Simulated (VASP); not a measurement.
# TiBrF3 (I4mm) in VASP: notebook

Runs on TiBrF3. Level: PBE. Tasks: relaxation of cell and atoms.

Program: VASP 6.6.1. These are calculated values, not measurements. Logs are shortened: lines on timing, memory, paths and dates and some standing lists are left out, and cuts for length are marked.

## Step 1: The structure

Symmetry: I4mm, No. 107, tetragonal system. The conventional cell has a = 3.934 Å, b = 3.934 Å, c = 12.028 Å, α = 90.00°, β = 90.00°, γ = 90.00°. Around Ti (site symmetry 4mm) lie 5 F at 1.80 to 1.97 Å. Around Br (site symmetry 4mm) lie 1 Ti at 2.38 Å. F (site symmetry 4mm) is surrounded by 1 Ti at 1.80 Å. F (site symmetry 2mm) has 2 Ti at 1.97 Å as nearest neighbours.

The cell was built by a generator and needn't be a form met in nature.

## Step 2: Relaxation of cell and atoms, PBE

INCAR reads:

```
SYSTEM = TiBrF3
PREC = Accurate
ENCUT = 520
EDIFF = 1E-6
ISMEAR = 0
SIGMA = 0.03
LREAL = .FALSE.
LASPH = .TRUE.
NELM = 120
ALGO = Normal
ISIF = 3
LWAVE = .FALSE.
LCHARG = .FALSE.
GGA = PE
IBRION = 2
NSW = 90
EDIFFG = -0.01
KPAR = 4
```

KPOINTS reads:

```
regular mesh
0
G
  10 10 10
  0 0 0
```

POSCAR reads:

```
TiBrF3
1.0
   -1.9670000000      1.9670000000      6.0140000000
    1.9670000000     -1.9670000000      6.0140000000
    1.9670000000      1.9670000000     -6.0140000000
Ti Br F
1 1 3
Direct
    0.0043232500      0.0043232500      0.0000000000
    0.2021117400      0.2021117400      0.0000000000
    0.8550881300      0.8550881300      0.0000000000
    0.9991686100      0.4991686100      0.5000000000
    0.4991686100      0.9991686100      0.5000000000
```

Potentials or basis: VASP PAW PBE potentials, release 64 (Ti_sv, Br, F).

Started as:

```console
> cat potpaw_PBE.64/Ti_sv/POTCAR potpaw_PBE.64/Br/POTCAR potpaw_PBE.64/F/POTCAR > POTCAR
> mpirun -np 4 vasp_std > vasp.out
```

OUTCAR:

```text
SYSTEM = TiBrF3
   PREC = Accurate
   ENCUT = 520
   EDIFF = 1E-6
   ISMEAR = 0
   LREAL = .FALSE.
   LASPH = .TRUE.
   NELM = 120
   ISIF = 3
   GGA = PE
   IBRION = 2
   NSW = 90
   EDIFFG = -0.01

 ion  position               nearest neighbor table
   1  0.004  0.004  0.000-   3 1.80   4 1.97   5 1.97   4 1.97   5 1.97   2 2.38
   2  0.202  0.202  0.000-   1 2.38
   3  0.855  0.855  0.000-   1 1.80
   4  0.999  0.499  0.500-   1 1.97   1 1.97
   5  0.499  0.999  0.500-   1 1.97   1 1.97

  LATTYP: Found a body centered tetragonal cell.
 ALAT       =     3.9340000000
 C/A-ratio  =     3.0574478902

  Lattice vectors:

 A1 = (  -1.9670000000,   1.9670000000,   6.0140000000)
 A2 = (   1.9670000000,  -1.9670000000,   6.0140000000)
 A3 = (   1.9670000000,   1.9670000000,  -6.0140000000)

Analysis of symmetry for initial positions (statically):
=====================================================================
 Subroutine PRICEL returns:
 Original cell was already a primitive cell.

 Routine SETGRP: Setting up the symmetry group for a
 body centered tetragonal supercell.

 Subroutine GETGRP returns: Found  8 space group operations
 (whereof  8 operations were pure point group operations)
 out of a pool of 16 trial point group operations.

The static configuration has the point symmetry C_4v.

Analysis of symmetry for dynamics (positions and initial velocities):
=====================================================================
 Subroutine PRICEL returns:
 Original cell was already a primitive cell.

 Routine SETGRP: Setting up the symmetry group for a
 body centered tetragonal supercell.

 Subroutine GETGRP returns: Found  8 space group operations
 (whereof  8 operations were pure point group operations)
 out of a pool of 16 trial point group operations.

The dynamic configuration has the point symmetry C_4v.

 Subroutine INISYM returns: Found  8 space group operations
 (whereof  8 operations are pure point group operations),
 and found     1 'primitive' translations

----------------------------------------------------------------------------------------

                                     Primitive cell

  volume of cell :      93.0748

[... 116 lines left out ...]
  Fermi-wavevector in a.u.,A,eV,Ry     =   1.235428  2.334620 20.766333  1.526282
  Thomas-Fermi vector in A             =   2.370078
   LORBIT       =      0    0 simple, 1 ext, 2 COOP (PROOUT), +10 PAW based schemes
   GGA     = PE    functional components
   LHFCALC =     F    Hartree Fock is set to
   AEXX    =    0.0000 exact exchange contribution
   IVDW    =     0    specifies the selected vdW correction
   LEPSILON=     F    determine dielectric tensor
   LRPA    =     F    only Hartree local field effects (RPA)
 conjugate gradient relaxation of ions
 non-spin polarized calculation
 Gauss-broadening in eV      SIGMA  =   0.03
  energy-cutoff  :      520.00
  volume of cell :       93.07
 maximum number of plane-waves:      2558
 NGX is ok and might be reduce to    50
   NGX = 25   NGY = 25   NGZ = 25

--------------------------------------- Ionic step        1  -------------------------------------------

 number of electron      39.9999999 magnetization

 Free energy of the ion-electron system (eV)
  ---------------------------------------------------
  ext. energy  EPLUGINS =         0.00000000
  ---------------------------------------------------
  free energy    TOTEN  =       -28.68447009 eV

  energy without entropy =      -28.68447009  energy(sigma->0) =      -28.68447009

------------------------ aborting loop because EDIFF is reached ----------------------------------------

  FORCE on cell =-STRESS in cart. coord.  units (eV):
  Direction    XX          YY          ZZ          XY          YZ          ZX
  --------------------------------------------------------------------------------------
  -------------------------------------------------------------------------------------
  Total        0.2875161      0.2875161      0.8879028      0.0000000      0.0000000      0.0000000
  in kB        4.9492643      4.9492643     15.2842411      0.0000000      0.0000000      0.0000000
  external PRESSURE =       8.3942566 kB  Pullay stress =       0.0000000 kB
[... 98 lines left out ...]
  FREE ENERGIE OF THE ION-ELECTRON SYSTEM (eV)
  ---------------------------------------------------
  free  energy   TOTEN  =       -28.6875257213 eV

  energy  without entropy=      -28.6875257213  energy(sigma->0) =      -28.68752572

[... ionic steps 4 to 23 ...]

--------------------------------------- Ionic step       24  -------------------------------------------

 number of electron      40.0000012 magnetization

------------------------ aborting loop because EDIFF is reached ----------------------------------------
[... 73 lines left out ...]
--------------------------------------- Ionic step       26  -------------------------------------------

 number of electron      40.0000013 magnetization

 Free energy of the ion-electron system (eV)
  ---------------------------------------------------
  ext. energy  EPLUGINS =         0.00000000
  ---------------------------------------------------
  free energy    TOTEN  =       -28.71631085 eV

  energy without entropy =      -28.71631085  energy(sigma->0) =      -28.71631085

 E-fermi :  -0.5001     XC(G=0):  -8.0836

 val. band max:       -0.7779862954   @ k =  -0.2000   0.2000   0.2000
 cond. band min:       0.1060006329   @ k =   0.0000   0.0000   0.0000
 fundamental gap:      0.8839869283
 Fermi energy:        -0.5001131784

 k-point     1 :       0.0000    0.0000    0.0000
  band No.  band energies     occupation
      1     -58.7622      2.00000
      2     -35.0723      2.00000
      3     -35.0723      2.00000
      4     -34.8327      2.00000
      5     -24.3457      2.00000
      6     -24.0741      2.00000
[... 637 lines left out ...]
     23       1.6419      0.00000
     24       3.6650      0.00000

 [... further k-points ...]

------------------------ aborting loop because EDIFF is reached ----------------------------------------

  FORCE on cell =-STRESS in cart. coord.  units (eV):
  Direction    XX          YY          ZZ          XY          YZ          ZX
  --------------------------------------------------------------------------------------
  -------------------------------------------------------------------------------------
  Total       -0.0109306     -0.0109306     -0.0493356      0.0000000      0.0000000      0.0000000
  in kB       -0.1763744     -0.1763744     -0.7960698      0.0000000      0.0000000      0.0000000
  external PRESSURE =      -0.3829396 kB  Pullay stress =       0.0000000 kB
[... 20 lines left out ...]
  FREE ENERGIE OF THE ION-ELECTRON SYSTEM (eV)
  ---------------------------------------------------
  free  energy   TOTEN  =       -28.7163108509 eV

  energy  without entropy=      -28.7163108509  energy(sigma->0) =      -28.71631085

 reached required accuracy - stopping structural energy minimisation
```

CONTCAR:

```text
TiBrF3
   1.00000000000000
    -1.9666068919202144    1.9666068919202144    6.4183741092232003
     1.9666068919202144   -1.9666068919202144    6.4183741092232003
     1.9666068919202144    1.9666068919202144   -6.4183741092232003
  Ti              Br              F
     1     1     3
Direct
     0.0042628952737271    0.0042628952737271    0.0000000000000000
     0.1901407483116001    0.1901407483116001    0.0000000000000000
     0.8641247335308387    0.8641247335308387    1.0000000000000000
     0.0006659814419136    0.5006659814419135    0.5000000000000000
     0.5006659814419135    0.0006659814419136    0.5000000000000000

  0.00000000E+00  0.00000000E+00  0.00000000E+00
  0.00000000E+00  0.00000000E+00  0.00000000E+00
  0.00000000E+00  0.00000000E+00  0.00000000E+00
  0.00000000E+00  0.00000000E+00  0.00000000E+00
  0.00000000E+00  0.00000000E+00  0.00000000E+00
```

Wall time 23 min (4 MPI ranks of Intel Xeon Platinum 8488C (Sapphire Rapids), shared host); peak memory 0.54 GiB.

Results:

```
Free energy                            : -28.7163 eV
Relaxed volume                         : 19.86 Å³/atom
Relaxed cell                           : a = 6.995 Å, b = 6.995 Å, c = 6.995 Å, α = 147.34°, β = 147.34°, γ = 46.86°
Space group after relaxing (to 0.05 Å) : I4mm (No. 107)
Energy gained by relaxing              : 6.4 meV/atom
Ionic steps                            : 26
Pressure after relaxing                : 0.0 GPa
Largest force after relaxing           : 0.006 eV/Å
Band gap on the k mesh                 : 0.88 eV, indirect (least direct gap 0.94 eV)
```

Forces in eV/Å, atoms in the order of the input:
```
Ti   0.000  0.000 -0.006
Br   0.000  0.000 -0.005
F    0.000  0.000  0.001
F    0.000  0.000  0.005
F    0.000  0.000  0.005
```

Step by step:
```
step  energy change (eV)  largest force (eV/Å)  pressure (GPa)  volume (Å³)
   1              0.0000                0.0749            0.84        93.07
   2             -0.0019                0.3950           -0.49        94.39
   3             -0.0031                0.2210            0.00        93.88
   4             -0.0074                0.2185           -0.15        94.58
   5             -0.0097                0.3000           -0.35        95.55
   6             -0.0121                0.2554           -0.34        95.76
   7             -0.0180                0.1234           -0.33        96.39
   8             -0.0227                0.2337           -0.26        97.65
   9             -0.0265                0.1147            0.08        97.82
  10             -0.0271                0.2544            0.53        98.04
  11             -0.0274                0.1771            0.36        97.96
  12             -0.0295                0.1546            0.05        98.55
  13             -0.0295                0.1788           -0.01        98.65
  14             -0.0315                0.0538            0.03        99.09
  15             -0.0317                0.0389            0.06        99.40
  16             -0.0318                0.0315            0.03        99.33
  17             -0.0318                0.0311            0.03        99.31
  18             -0.0318                0.0196           -0.02        99.35
  19             -0.0318                0.0142           -0.02        99.34
  20             -0.0318                0.0130           -0.02        99.34
  21             -0.0318                0.0159            0.01        99.32
  22             -0.0318                0.0268            0.02        99.31
  23             -0.0318                0.0199            0.01        99.31
  24             -0.0318                0.0172            0.00        99.32
  25             -0.0318                0.0120           -0.01        99.31
  26             -0.0318                0.0058           -0.04        99.29
```

Final structure:
```
CELL_PARAMETERS angstrom
-1.96661 1.96661 6.41837
1.96661 -1.96661 6.41837
1.96661 1.96661 -6.41837
ATOMIC_POSITIONS crystal
Ti 0.00426 0.00426 0.00000
Br 0.19014 0.19014 0.00000
F 0.86412 0.86412 0.00000
F 0.00067 0.50067 0.50000
F 0.50067 0.00067 0.50000
```

Levels at points of the mesh, in eV from the valence-band top:
```
           k point  band 17  band 18  band 19  band 20  band 21  band 22  band 23  band 24
(0.00, 0.00, 0.00)    -3.07    -0.97    -0.05    -0.05     0.88     2.01     2.01     2.23
(0.50, 0.00, 0.00)    -2.69    -1.20    -0.91    -0.01     1.80     2.10     2.44     3.01
(0.50, 0.50, 0.00)    -2.65    -1.18    -0.78    -0.76     2.39     2.40     2.53     5.17
(0.50, 0.50, 0.50)    -3.04    -1.44    -0.18    -0.18     0.88     2.13     2.13     2.23
```

## Step 3: Relaxation of cell and atoms, PBE

This run uses another cell than the first one, of 19.86 Å³/atom, 1.067 times its volume.

Edit INCAR of step 2 so:

```diff
@@ -3,3 +3,3 @@
 ENCUT = 520
-EDIFF = 1E-6
+EDIFF = 1E-7
 ISMEAR = 0
@@ -15,4 +15,5 @@
 IBRION = 2
-NSW = 90
-EDIFFG = -0.01
+NSW = 60
+EDIFFG = -0.005
+POTIM = 0.3
 KPAR = 4
```

KPOINTS is that of step 2.

POSCAR reads:

```
TiBrF3                                  
1.0
   -1.9666068919      1.9666068919      6.4183741092
    1.9666068919     -1.9666068919      6.4183741092
    1.9666068919      1.9666068919     -6.4183741092
  Ti              Br              F             
     1     1     3
Direct
     0.0042628952737271    0.0042628952737271    0.0000000000000000
     0.1901407483116001    0.1901407483116001    0.0000000000000000
     0.8641247335308387    0.8641247335308387    1.0000000000000000
     0.0006659814419136    0.5006659814419135    0.5000000000000000
     0.5006659814419135    0.0006659814419136    0.5000000000000000
```

Potentials or basis: VASP PAW PBE potentials, release 64 (Ti_sv, Br, F).

Started as:

```console
> cat potpaw_PBE.64/Ti_sv/POTCAR potpaw_PBE.64/Br/POTCAR potpaw_PBE.64/F/POTCAR > POTCAR
> mpirun -np 4 vasp_std > vasp.out
```

It took 24 min on 4 MPI ranks of Intel Xeon Platinum 8488C (Sapphire Rapids), shared host; peak memory 0.6 GiB.

The run converged. Its results:

```
Free energy                            : -28.7389 eV
Relaxed volume                         : 20.51 Å³/atom
Relaxed cell                           : a = 7.194 Å, b = 7.194 Å, c = 7.194 Å, α = 148.28°, β = 148.28°, γ = 45.47°
Space group after relaxing (to 0.05 Å) : I4mm (No. 107)
Energy gained by relaxing              : 1.1 meV/atom
Ionic steps                            : 17
Pressure after relaxing                : 0.0 GPa
Largest force after relaxing           : 0.003 eV/Å
Band gap on the k mesh                 : 0.87 eV, indirect (least direct gap 0.94 eV)
```

Forces on the atoms (eV/Å):
```
Ti   0.000  0.000  0.001
Br   0.000  0.000  0.003
F    0.000  0.000 -0.003
F    0.000  0.000 -0.001
F    0.000  0.000 -0.001
```

Step by step:
```csv
step,energy change (eV),largest force (eV/Å),pressure (GPa),volume (Å³)
1,0.0000,0.0054,0.24,99.29
2,-0.0003,0.0794,0.01,99.55
3,-0.0003,0.0878,-0.02,99.57
4,-0.0007,0.0798,-0.03,99.72
5,-0.0010,0.1562,-0.07,100.12
6,-0.0012,0.1525,-0.07,100.17
7,-0.0017,0.1413,-0.08,100.32
8,-0.0025,0.1192,-0.09,100.62
9,-0.0038,0.0747,-0.10,101.23
10,-0.0051,0.0213,-0.12,102.43
11,-0.0051,0.0314,-0.12,102.59
12,-0.0054,0.0085,-0.02,102.58
13,-0.0054,0.0105,-0.01,102.58
14,-0.0054,0.0110,0.00,102.57
15,-0.0054,0.0058,0.00,102.57
16,-0.0054,0.0083,0.01,102.56
17,-0.0054,0.0031,0.01,102.57
```

Final structure:
```xyz
5
Lattice="-1.9659 1.9659 6.6354 1.9659 -1.9659 6.6354 1.9659 1.9659 -6.6354" Properties=species:S:1:pos:R:3 pbc="T T T"
Ti    0.0000    0.0000    0.0578
Br    0.0000    0.0000    2.4477
F     0.0000    0.0000   11.5299
F     1.9659    0.0000    0.0149
F     0.0000    1.9659    0.0149
```

Levels at points of the mesh, in eV from the valence-band top:
```csv
k point,band 17,band 18,band 19,band 20,band 21,band 22,band 23,band 24
"(0.00, 0.00, 0.00)",-3.06,-0.99,-0.07,-0.07,0.87,2.01,2.01,2.21
"(0.50, 0.00, 0.00)",-2.69,-1.19,-0.95,0.00,1.78,2.09,2.43,3.00
"(0.50, 0.50, 0.00)",-2.65,-1.17,-0.79,-0.78,2.38,2.40,2.50,5.16
"(0.50, 0.50, 0.50)",-3.04,-1.41,-0.16,-0.16,0.87,2.10,2.10,2.21
```
